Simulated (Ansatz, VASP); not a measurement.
# LiH (rock-salt LiH, size series) in two plane-wave programs

One calculation is typed for both programs; each brings its own data sets. How far apart do they land? The structure shown is the end of the Ansatz relaxation below.

Calculated with Ansatz 0.2.0; plane waves, with VASP 6.6.1 beside it; single point at PBE.

## 1. The starting structure

The cell holds 216 atoms: 108 Li and 108 H. Its edges and angles: a = 12.081 Å, b = 12.081 Å, c = 12.081 Å, α = 90.0°, β = 90.0°, γ = 90.0°. It derives from LiH (rock-salt), repeated 3×3×3. As first built, before any earlier steps moved the atoms (in the runner's words): rock-salt LiH (a = 4.083 A), 3 x 3 x 3 conventional cells; ideal positions.

## 2. Ansatz: relaxation, PBE

Ansatz runs on its default PAW (the set named soft_2) files.

This run makes the geometry at which the two programs are then compared.

File input.yaml:

```yaml
crystal:
  lattice:
    - [12.249, 0.0, 0.0]
    - [0.0, 12.249, 0.0]
    - [0.0, 0.0, 12.249]
  atoms:
    - { symbol: Li, position: [0.0, 0.0, 0.0] }
    - { symbol: H, position: [0.16667, 0.0, 0.0] }
    - { symbol: Li, position: [0.0, 0.16667, 0.16667] }
    - { symbol: H, position: [0.16667, 0.16667, 0.16667] }
    - { symbol: Li, position: [0.16667, 0.0, 0.16667] }
    - { symbol: H, position: [0.0, 0.0, 0.16667] }
    - { symbol: Li, position: [0.16667, 0.16667, 0.0] }
    - { symbol: H, position: [0.0, 0.16667, 0.0] }
    - { symbol: Li, position: [0.0, 0.0, 0.33333] }
    - { symbol: H, position: [0.16667, 0.0, 0.33333] }
    - { symbol: Li, position: [0.0, 0.16667, 0.5] }
    - { symbol: H, position: [0.16667, 0.16667, 0.5] }
    - { symbol: Li, position: [0.16667, 0.0, 0.5] }
    - { symbol: H, position: [0.0, 0.0, 0.5] }
    - { symbol: Li, position: [0.16667, 0.16667, 0.33333] }
    - { symbol: H, position: [0.0, 0.16667, 0.33333] }
    - { symbol: Li, position: [0.0, 0.0, 0.66667] }
    - { symbol: H, position: [0.16667, 0.0, 0.66667] }
    - { symbol: Li, position: [0.0, 0.16667, 0.83333] }
    - { symbol: H, position: [0.16667, 0.16667, 0.83333] }
    - { symbol: Li, position: [0.16667, 0.0, 0.83333] }
    - { symbol: H, position: [0.0, 0.0, 0.83333] }
    - { symbol: Li, position: [0.16667, 0.16667, 0.66667] }
    - { symbol: H, position: [0.0, 0.16667, 0.66667] }
    - { symbol: Li, position: [0.0, 0.33333, 0.0] }
    - { symbol: H, position: [0.16667, 0.33333, 0.0] }
    - { symbol: Li, position: [0.0, 0.5, 0.16667] }
    - { symbol: H, position: [0.16667, 0.5, 0.16667] }
    - { symbol: Li, position: [0.16667, 0.33333, 0.16667] }
    - { symbol: H, position: [0.0, 0.33333, 0.16667] }
[... 180 atom lines left out ...]
    - { symbol: Li, position: [0.66667, 0.83333, 0.83333] }
    - { symbol: H, position: [0.83333, 0.83333, 0.83333] }
    - { symbol: Li, position: [0.83333, 0.66667, 0.83333] }
    - { symbol: H, position: [0.66667, 0.66667, 0.83333] }
    - { symbol: Li, position: [0.83333, 0.83333, 0.66667] }
    - { symbol: H, position: [0.66667, 0.83333, 0.66667] }
kpoints:
  mp_grid: { grid: [1, 1, 1] }
hamiltonian:
  xc: pbe
scf:
  occupations: { method: fixed }
output:
  forces: true
relax:
  f_tol: 0.05
  max_steps: 150
  cell: {}
```

On the command line:

```bash
> ansatz run input.yaml --threads 4 --pin off --max-ram 8192MiB --backend cpu --events-out ev --progress --plain --runs-dir out
```

Numbers of over 12 decimals in the logs are rounded to 6 here.

Log:

```text
Warning: the atoms were moved onto the symmetric positions of the space group found under crystal.symmetry.tolerance 1.0e-5 (fractional; no operation is sought that the atoms, as they stand in a round, miss by more than twice it, and no atom is moved by as much as it), and the run uses the moved positions. Before a round's move an operation carried an atom to 1.41e-4 Å from where it should land, the largest such dist [...]
[...]
- { symbol: Li, position: [0.500000, 0.500000, 0.333333] }
    - { symbol: H, position: [0.333333, 0.500000, 0.333333] }
    - { symbol: Li, position: [0.333333, 0.333333, 0.666667] }
    - { symbol: H, position: [0.500000, 0.333333, 0.666667] }
    - { symbol: Li, position: [0.333333, 0.500000, 0.833333] }
    - { symbol: H, position: [0.500000, 0.500000, 0.833333] }
    - { symbol: Li, position: [0.500000, 0.333333, 0.833333] }
    - { symbol: H, position: [0.333333, 0.333333, 0.833333] }
    - { symbol: Li, position: [0.500000, 0.500000, 0.666667] }
    - { symbol: H, position: [0.333333, 0.500000, 0.666667] }
    - { symbol: Li, position: [0.333333, 0.666667, 0] }
    - { symbol: H, position: [0.500000, 0.666667, 0] }
    - { symbol: Li, position: [0.333333, 0.833333, 0.166667] }
    - { symbol: H, position: [0.500000, 0.833333, 0.166667] }
    - { symbol: Li, position: [0.500000, 0.666667, 0.166667] }
    - { symbol: H, position: [0.333333, 0.666667, 0.166667] }
    - { symbol: Li, position: [0.500000, 0.833333, 0] }
    - { symbol: H, position: [0.333333, 0.833333, 0] }
    - { symbol: Li, position: [0.333333, 0.666667, 0.333333] }
    - { symbol: H, position: [0.500000, 0.666667, 0.333333] }
    - { symbol: Li, position: [0.333333, 0.833333, 0.500000] }
    - { symbol: H, position: [0.500000, 0.833333, 0.500000] }
    - { symbol: Li, position: [0.500000, 0.666667, 0.500000] }
    - { symbol: H, position: [0.333333, 0.666667, 0.500000] }
    - { symbol: Li, position: [0.500000, 0.833333, 0.333333] }
    - { symbol: H, position: [0.333333, 0.833333, 0.333333] }
    - { symbol: Li, position: [0.333333, 0.666667, 0.666667] }
    - { symbol: H, position: [0.500000, 0.666667, 0.666667] }
    - { symbol: Li, position: [0.333333, 0.833333, 0.833333] }
    - { symbol: H, position: [0.500000, 0.833333, 0.833333] }
    - { symbol: Li, position: [0.500000, 0.666667, 0.833333] }
    - { symbol: H, position: [0.333333, 0.666667, 0.833333] }
    - { symbol: Li, position: [0.500000, 0.833333, 0.666667] }
    - { symbol: H, position: [0.333333, 0.833333, 0.666667] }
    - { symbol: Li, position: [0.666667, 0, 0] }
    - { symbol: H, position: [0.833333, 0, 0] }
    - { symbol: Li, position: [0.666667, 0.166667, 0.166667] }
    - { symbol: H, position: [0.833333, 0.166667, 0.166667] }
    - { symbol: Li, position: [0.833333, 0, 0.166667] }
    - { symbol: H, position: [0.666667, 0, 0.166667] }
    - { symbol: Li, position: [0.833333, 0.166667, 0] }
    - { symbol: H, position: [0.666667, 0.166667, 0] }
    - { symbol: Li, position: [0.666667, 0, 0.333333] }
    - { symbol: H, position: [0.833333, 0, 0.333333] }
    - { symbol: Li, position: [0.666667, 0.166667, 0.500000] }
    - { symbol: H, position: [0.833333, 0.166667, 0.500000] }
    - { symbol: Li, position: [0.833333, 0, 0.500000] }
    - { symbol: H, position: [0.666667, 0, 0.500000] }
[...]
- { symbol: Li, position: [0.666667, 0.666667, 0.333333] }
    - { symbol: H, position: [0.833333, 0.666667, 0.333333] }
    - { symbol: Li, position: [0.666667, 0.833333, 0.500000] }
    - { symbol: H, position: [0.833333, 0.833333, 0.500000] }
    - { symbol: Li, position: [0.833333, 0.666667, 0.500000] }
    - { symbol: H, position: [0.666667, 0.666667, 0.500000] }
    - { symbol: Li, position: [0.833333, 0.833333, 0.333333] }
    - { symbol: H, position: [0.666667, 0.833333, 0.333333] }
    - { symbol: Li, position: [0.666667, 0.666667, 0.666667] }
    - { symbol: H, position: [0.833333, 0.666667, 0.666667] }
    - { symbol: Li, position: [0.666667, 0.833333, 0.833333] }
    - { symbol: H, position: [0.833333, 0.833333, 0.833333] }
    - { symbol: Li, position: [0.833333, 0.666667, 0.833333] }
    - { symbol: H, position: [0.666667, 0.666667, 0.833333] }
    - { symbol: Li, position: [0.833333, 0.833333, 0.666667] }
    - { symbol: H, position: [0.666667, 0.833333, 0.666667] }
```

## 3. VASP: single point, PBE

The same cell, functional and mesh now go to VASP, with its own data sets.

Lines of VASP's logs that name or quote its potential files are left out, and so is its time.

File INCAR:

```
SYSTEM = LiH
PREC = Accurate
ENCUT = 750
EDIFF = 1E-06
NELM = 120
ISMEAR = 0
SIGMA = 0.01
LREAL = Auto
ALGO = Normal
GGA = PE
NBANDS = 367
LORBIT = 11
LWAVE = .FALSE.
LCHARG = .FALSE.
ISIF = 2
LASPH = .TRUE.
GGA_COMPAT = .FALSE.
EFERMI = MIDGAP
```

File POSCAR:

```
LiH
1.0
   12.0808890000      0.0000000000      0.0000000000
    0.0000000000     12.0808890000      0.0000000000
    0.0000000000      0.0000000000     12.0808890000
Li H
108 108
Direct
    0.0000000000      0.0000000000      0.0000000000
    0.0000000000      0.1666700000      0.1666700000
    0.1666700000      0.0000000000      0.1666700000
    0.1666700000      0.1666700000      0.0000000000
    0.0000000000      0.0000000000      0.3333300000
    0.0000000000      0.1666700000      0.5000000000
    0.1666700000      0.0000000000      0.5000000000
    0.1666700000      0.1666700000      0.3333300000
    0.0000000000      0.0000000000      0.6666700000
    0.0000000000      0.1666700000      0.8333300000
    0.1666700000      0.0000000000      0.8333300000
    0.1666700000      0.1666700000      0.6666700000
    0.0000000000      0.3333300000      0.0000000000
    0.0000000000      0.5000000000      0.1666700000
    0.1666700000      0.3333300000      0.1666700000
    0.1666700000      0.5000000000      0.0000000000
    0.0000000000      0.3333300000      0.3333300000
    0.0000000000      0.5000000000      0.5000000000
    0.1666700000      0.3333300000      0.5000000000
    0.1666700000      0.5000000000      0.3333300000
    0.0000000000      0.3333300000      0.6666700000
    0.0000000000      0.5000000000      0.8333300000
    0.1666700000      0.3333300000      0.8333300000
    0.1666700000      0.5000000000      0.6666700000
    0.0000000000      0.6666700000      0.0000000000
    0.0000000000      0.8333300000      0.1666700000
    0.1666700000      0.6666700000      0.1666700000
    0.1666700000      0.8333300000      0.0000000000
    0.0000000000      0.6666700000      0.3333300000
    0.0000000000      0.8333300000      0.5000000000
[... 180 atom lines left out ...]
    0.6666700000      0.6666700000      0.5000000000
    0.6666700000      0.8333300000      0.3333300000
    0.8333300000      0.6666700000      0.6666700000
    0.8333300000      0.8333300000      0.8333300000
    0.6666700000      0.6666700000      0.8333300000
    0.6666700000      0.8333300000      0.6666700000
```

File KPOINTS:

```
Automatic mesh
0
Gamma
1 1 1
0 0 0
```

Potentials, in the order of the species: Li_sv and H (PBE family, release 64).

On the command line:

```bash
> export OMP_NUM_THREADS=3
> mpirun -np 1 vasp_gam
```

Log:

```text
[banner, memory and clock lines left out]
running    1 mpi-ranks, on    1 nodes
[...]
Offloading initialized ...    1 GPUs detected
[...]
LDA part: xc-table for (Slater+PW92), standard interpolation
 POSCAR, INCAR and KPOINTS ok, starting setup
[...]
entering main loop
       N       E                     dE             d eps       ncg     rms          rms(c)
DAV:   1     0.434195230502E+04    0.43420E+04   -0.23977E+05   750   0.165E+03
DAV:   2     0.119808681174E+03   -0.42221E+04   -0.36468E+04   790   0.451E+02
DAV:   3    -0.523885974669E+03   -0.64369E+03   -0.63199E+03  1116   0.131E+02
DAV:   4    -0.666980562407E+03   -0.14309E+03   -0.14141E+03  1276   0.562E+01
[...]
DAV:  14    -0.659276609305E+03   -0.93804E-04   -0.16288E-04  1004   0.149E-02    0.816E-03
DAV:  15    -0.659276616025E+03   -0.67196E-05   -0.77405E-05   956   0.744E-03    0.115E-02
DAV:  16    -0.659276616439E+03   -0.41398E-06   -0.72023E-07   468   0.209E-03
   1 F= -.65927662E+03 E0= -.65927662E+03  d E =0.000000E+00
```

OUTCAR, selected parts (step 3):

```text
  FREE ENERGIE OF THE ION-ELECTRON SYSTEM (eV)
  ---------------------------------------------------
  free  energy   TOTEN  =      -659.2766164389 eV

  energy  without entropy=     -659.2766164389  energy(sigma->0) =     -659.27661644

[... 1 further part left out ...]
```

The run ends at a pressure of -0.32 GPa, with forces up to 5.3e-4 eV/Å.

## 4. Differences

Known differences besides the potentials themselves: fixed occupations in Ansatz, narrow Gaussian smearing in VASP; Ansatz takes its cutoff from its data sets, VASP runs at 750 eV. Total energies have different zeros and are not compared.

Both answers:

```tsv
quantity	Ansatz	VASP	difference
pressure (GPa)	-0.03	-0.32	+0.29
gap on the k mesh (eV)	2.978	2.973	+0.005
```

A gap on the mesh is an upper bound, since the band edges may lie between its points.

## 5. What came out

- difference in gap on the k mesh (single point, PBE): 0.0049 eV

The difference in gap on the k mesh is 0.0049 eV (single point, PBE), within the 0.08 eV picked in this series as the mark of a large difference. 1 further run of this series is not shown here. Such differences can come from data sets, numerical settings and the points named under the comparisons, not from the functional's error against experiment.

[Lines on the potential files, build, host, timing and source positions are cut from VASP's logs without a mark.]

[Logs are printed without paths, hosts, clocks, repeated set-up lines and the standing remarks that a program may print on its own settings, such as how far it seeks lower states.]

[Hosts, paths, dates, database ids (printed as entryN), source tags and the programs' standing remarks are cut or masked in the printed files.]
